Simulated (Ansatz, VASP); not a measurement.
**TlPO2: VASP beside Ansatz**

```
Tl P O
1.0
     3.43386    0.00000    0.00000
     0.00000    3.43386    0.00000
     0.00000    0.00000    4.83649
Tl P O
1 1 2
Direct
  0.50000 0.50000 0.50000
  0.00000 0.00000 0.00000
  0.50000 0.00000 0.73826
  0.00000 0.50000 0.26174
```

Change from the starting cell: species swapped into the AlGaN2 type (P-4m2, No. 115).

Alike in both runs: task relaxation of cell and atoms; functional PBE; k mesh 6 × 6 × 4; occupations gaussian, width 0.1 eV; no spin polarisation.

|  | VASP | Ansatz |
| --- | --- | --- |
| version | VASP 6.6.1 | Ansatz 0.2.0 |
| potentials or method | VASP PAW PBE potentials, release 64 (Tl_d, P, O) | scalar-relativistic, plane waves, PAW |
| plane-wave cutoff (eV) | 600 | 420 |
| valence electrons in the cell | 30 | 30 |

|  | VASP | Ansatz | Ansatz less VASP |
| --- | --- | --- | --- |
| gap on the k mesh at the Fermi level, each at its own relaxed structure (eV) | none | none | - |
| relaxed volume (Å³/atom) | 16.01 | 17.80 | +1.786 |
| relaxed cell length with the largest relative difference (Å) | 5.186 | 6.760 | +1.5736 |
| energy change over the relaxation (meV/atom) | -1015 | -1182 | -167.4 |

A gap of «none» marks a metal or a gap that the smearing closes. One of these differences is far larger than is usual between the two programs; its cause wasn't traced.

The runs have no spin-orbit coupling, so splittings on Tl are missing.
